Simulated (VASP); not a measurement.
Calculation: PBE GGA with D4 dispersion, VASP's PBE PAW potentials (set 64) (plane waves; VASP).

A VASP calculation is set up with these files.

**POSCAR**
```
NaCl
5.636860
  0.0000000000   0.5000000256   0.5000000256
  0.5000000256   0.0000000000   0.5000000256
  0.5000000256   0.5000000256   0.0000000000
Na Cl
1 1
direct
  0.0000000000   0.0000000000   0.0000000000
  0.5000000000   0.5000000000   0.5000000000
```

KPOINTS:
```
k-points along high-symmetry lines
15
Line-mode
Reciprocal
  0.000000   0.000000   0.000000 ! GAMMA
  0.500000   0.000000   0.500000 ! X

  0.500000   0.000000   0.500000 ! X
  0.625000   0.250000   0.625000 ! U

  0.375000   0.375000   0.750000 ! K
  0.000000   0.000000   0.000000 ! GAMMA

  0.000000   0.000000   0.000000 ! GAMMA
  0.500000   0.500000   0.500000 ! L

  0.500000   0.500000   0.500000 ! L
  0.500000   0.250000   0.750000 ! W

  0.500000   0.250000   0.750000 ! W
  0.500000   0.000000   0.500000 ! X
```

### INCAR
```
# general
SYSTEM  =  NaCl
PREC    =  Accurate
ENCUT   =  520
LREAL   =  .FALSE.   # projection in real space or not
LASPH   =  .TRUE.
ICHARG  =  11   # fixed density

# electronic loop
EDIFF   =  1E-7   # SCF stop (eV)
NELM    =  100   # most electronic steps
ALGO    =  Normal   # blocked Davidson

# smearing
ISMEAR  =  0   # Gaussian
SIGMA   =  0.05   # width (eV)

# functional
GGA     =  PE   # PBE
IVDW    =  13   # D4

# output
LWAVE   =  .FALSE.
LCHARG  =  .FALSE.
LORBIT  =  11   # lm-projected
```

POTCAR, in this order: Na_pv Cl (PBE.64 set). Program: vasp_std. Read from the step before: CHGCAR.

What VASP printed:

File OSZICAR:
```
       N       E                     dE             d eps       ncg     rms          rms(c)
DAV:   1     0.936473884888E+02    0.93647E+02   -0.74742E+03  1994   0.128E+03
DAV:   2     0.187115989242E+01   -0.91776E+02   -0.84629E+02  2264   0.278E+02
DAV:   3    -0.621076653447E+01   -0.80819E+01   -0.80302E+01  2385   0.814E+01
DAV:   4    -0.638714028817E+01   -0.17637E+00   -0.17616E+00  2264   0.130E+01
DAV:   5    -0.639109360002E+01   -0.39533E-02   -0.39528E-02  2462   0.196E+00
DAV:   6    -0.639121653887E+01   -0.12294E-03   -0.12293E-03  2390   0.346E-01
DAV:   7    -0.639122154836E+01   -0.50095E-05   -0.50094E-05  2634   0.630E-02
DAV:   8    -0.639122171991E+01   -0.17155E-06   -0.17159E-06  2338   0.996E-03
DAV:   9    -0.639122172660E+01   -0.66893E-08   -0.66576E-08  1794   0.165E-03
   1 F= -.65868279E+01 E0= -.65868279E+01  d E =-.115294E-13
```

OUTCAR:
```
 val. band max:       -0.7221434483   @ k =   0.0000   0.0000   0.0000

 cond. band min:       4.3918291951   @ k =   0.0000   0.0000   0.0000



 k-point     1 :       0.0000    0.0000    0.0000
  band No.  band energies     occupation
      1     -21.5368      2.00000
      2     -21.5368      2.00000
      3     -21.5368      2.00000
      4     -13.3845      2.00000
      5      -0.7221      2.00000
      6      -0.7221      2.00000
      7      -0.7221      2.00000
      8       4.3918      0.00000
      9      10.4003      0.00000
     10      10.4003      0.00000
     11      10.4003      0.00000

 k-point     2 :       0.0357    0.0000    0.0357
  band No.  band energies     occupation
      1     -21.5372      2.00000
      2     -21.5370      2.00000
      3     -21.5369      2.00000
      4     -13.3792      2.00000
      5      -0.7597      2.00000
      6      -0.7306      2.00000
      7      -0.7306      2.00000
      8       4.4518      0.00000
      9      10.3099      0.00000
     10      10.4309      0.00000
     11      10.4309      0.00000

 k-point     3 :       0.0714    0.0000    0.0714
  band No.  band energies     occupation
      1     -21.5383      2.00000
      2     -21.5372      2.00000
      3     -21.5372      2.00000
      4     -13.3635      2.00000
      5      -0.8654      2.00000
      6      -0.7555      2.00000
      7      -0.7555      2.00000
      8       4.6242      0.00000
      9      10.0719      0.00000
     10      10.5218      0.00000
     11      10.5218      0.00000

 k-point     4 :       0.1071    0.0000    0.1071
  band No.  band energies     occupation
      1     -21.5399      2.00000
      2     -21.5377      2.00000
      3     -21.5377      2.00000
      4     -13.3384      2.00000
      5      -1.0223      2.00000
      6      -0.7951      2.00000
      7      -0.7951      2.00000
      8       4.8901      0.00000
      9       9.7508      0.00000
     10      10.6703      0.00000
...
```

The density is held fixed in this step, so its total energy and stress have no physical meaning.

The compound is NaCl in the rock salt structure. It was relaxed first.
